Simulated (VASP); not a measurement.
A VASP calculation is set up with these files.

### INCAR
```
# general
SYSTEM   =  Te
PREC     =  Accurate
ENCUT    =  300
LREAL    =  .FALSE.   # projection in real space or not
LASPH    =  .TRUE.   # aspherical one-centre terms

# electronic loop
EDIFF    =  1E-6
NELM     =  100   # most electronic steps
ALGO     =  Normal
LMAXMIX  =  4   # l cut-off of mixed one-centre charges

# smearing
ISMEAR   =  0   # Gaussian
SIGMA    =  0.1   # width (eV)

# functional
GGA      =  PE

# ions
ISIF     =  2

# output
LWAVE    =  .FALSE.
LCHARG   =  .FALSE.
```

### KPOINTS
```
Regular mesh
0
gamma
6 6 4
0 0 0
```

### POSCAR
```
Te
4.601350
  1.0000000000   0.0000000000   0.0000000000
 -0.5000000000   0.8660254056   0.0000000000
  0.0000000000   0.0000000000   1.2822454280
Te
3
Cartesian
  0.2508800000  -0.0065177072   0.4254669844
 -0.1240720000   0.2195651531   0.8494273305
  0.3731920000   0.6529779597   0.0073511130
```

POTCAR, in this order: Te (PBE.64 set). Program: vasp_std.

Problem. Write an equivalent input for Quantum ESPRESSO's pw.x.

Solution. One equivalent input (not run):
```
&CONTROL
  calculation = 'scf'
  pseudo_dir = './pseudo'
  outdir = './out'
  tprnfor = .true.
  tstress = .true.
/
&SYSTEM
  ibrav = 0
  nat = 3
  ntyp = 1
  ecutwfc = 82.3
  occupations = 'smearing'
  smearing = 'gaussian'
  degauss = 0.00735
  input_dft = 'pbe'
/
&ELECTRONS
  conv_thr = 7.3e-08
  electron_maxstep = 100
/
ATOMIC_SPECIES
  Te 127.600 Te.upf
CELL_PARAMETERS angstrom
     4.6013500    0.0000000    0.0000000
    -2.3006750    3.9848860    0.0000000
     0.0000000    0.0000000    5.9000600
ATOMIC_POSITIONS crystal
  Te   0.2471170 -0.0075260  0.3318140
  Te   0.0026940  0.2535320  0.6624530
  Te   0.7501890  0.7539940  0.0057330
K_POINTS automatic
  6 6 4 0 0 0
```
What does not carry over: the potentials are each code's own (VASP's PAW set, PseudoDojo norm-conserving files in pw.x), so ENCUT and ecutwfc are chosen apart and not converted; conv_thr bounds pw.x's estimated SCF error, while EDIFF bounds the energy change between steps.

The structure comes from a computed database's Te entry; how it stands against other phases isn't given here. The cell was not relaxed at this level, atoms are displaced from their ideal sites. The run is one of a series of settings (KPOINTS 6×6×4 Γ-centred mesh against the base run), some of them coarse on purpose.
